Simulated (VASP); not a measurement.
A convergence study with VASP on KBr (rock salt): one setting is varied, all else stays as given below, so the limit is that of these other settings. ε∞ is the independent-particle value.

```yaml
crystal:
  lattice:
    - [0.00000, 3.30000, 3.30000]
    - [3.30000, 0.00000, 3.30000]
    - [3.30000, 3.30000, 0.00000]
  atoms:
    - { symbol: K, position: [0.00000, 0.00000, 0.00000] }
    - { symbol: Br, position: [0.50000, 0.50000, 0.50000] }
```

The numbers are results of PBE GGA, VASP's PBE PAW potentials (set 64) (plane waves; VASP 6.6.1), not measurements. The tightest run used: 550 eV cut-off, 6×6×6 Γ-centred mesh, Gaussian smearing of 0.050 eV, potentials K_sv Br.

Question: The settings run are NBANDS = 9; NBANDS = 10; NBANDS = 12; NBANDS = 16; NBANDS = 24; NBANDS = 40; NBANDS = 72; NBANDS = 136. From which on does the mean ε∞ stay within 0.1  of the tightest run?

Answer: From NBANDS = 24 on: it is off by 0.03 there and by no more than 0.1 in any finer run, while NBANDS = 16 is off by 0.25.
| setting | mean ε∞ | bands | difference judged () |
|---|---|---|---|
| NBANDS = 9 | 1.57 | 9 | 1.25 |
| NBANDS = 10 | 1.85 | 10 | 0.97 |
| NBANDS = 12 | 2.24 | 12 | 0.58 |
| NBANDS = 16 | 2.58 | 16 | 0.25 |
| NBANDS = 24 | 2.79 | 24 | 0.03 |
| NBANDS = 40 | 2.82 | 40 | 0.00 |
| NBANDS = 72 | 2.82 | 72 | 0.00 |
| NBANDS = 136 | 2.82 | 136 | 0.00 |

Left out are rungs that failed or repeat a setting and relaxations that didn't move; long series are thinned to 24 rows.

The compound is KBr in the rock salt structure. The cell was not relaxed at this level.
